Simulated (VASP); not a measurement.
Given:

```xyz
6
Lattice="4.7610 0.0000 0.0000 0.0000 4.7610 0.0000 0.0000 0.0000 3.1252" Properties=species:S:1:pos:R:3 pbc="T T T"
Mg     0.0000     0.0000     0.0000
Mg     2.3805     2.3805     1.5626
F      1.4467     1.4467     0.0000
F      3.8272     0.9338     1.5626
F      0.9338     3.8272     1.5626
F      3.3143     3.3143     0.0000
```

These are RPBE GGA, VASP's PBE PAW potentials (set 64) (plane waves; VASP 6.6.1) values and carry that method's errors. Run with 520 eV cut-off, 5×5×7 Γ-centred mesh, Gaussian smearing of 0.050 eV, potentials Mg F.

**Question.** Estimate the energy per atom (σ→0), band gap (on the k-mesh) with the smallest direct gap where there is one.

**Answer.** 
| Item | Result |
|---|---|
| band gap (on the k-mesh) | 6.85 eV |
| smallest direct gap (on the k-mesh) | 6.85 eV |
| energy per atom (σ→0) | -5.008 eV/atom |

The compound is MgF2 in the rutile structure. It was relaxed first, which changed the volume by +9 %.
